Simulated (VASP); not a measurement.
Here is the system:

```xyz
4
Lattice="4.0596 0.0000 0.0000 0.0000 4.0596 0.0000 0.0000 0.0000 5.1204" Properties=species:S:1:pos:R:3 pbc="T T T"
Pb     2.0298     0.0000     3.9171
Pb     0.0000     2.0298     1.2033
O      2.0298     2.0298     0.0000
O      0.0000     0.0000     0.0000
```

The numbers are results of PBE GGA, VASP's PBE PAW potentials (set 64) (plane waves; VASP), not measurements. Settings: 550 eV cut-off, 5×5×4 Γ-centred mesh, Gaussian smearing of 0.050 eV, potentials Pb_d O.

**Question.** What does the run give for the energy per atom (σ→0), largest force?

**Answer.** 
```yaml
energy per atom (σ→0): -518.3 kJ/mol of atoms
largest_force: 0.00583 Ha/bohr
```

Only differences to runs with the same potentials and settings are physical.

The compound is PbO in the litharge structure. The cell was not relaxed at this level. The run is one of a series of settings (ENCUT = 550 against the base run), some of them coarse on purpose.
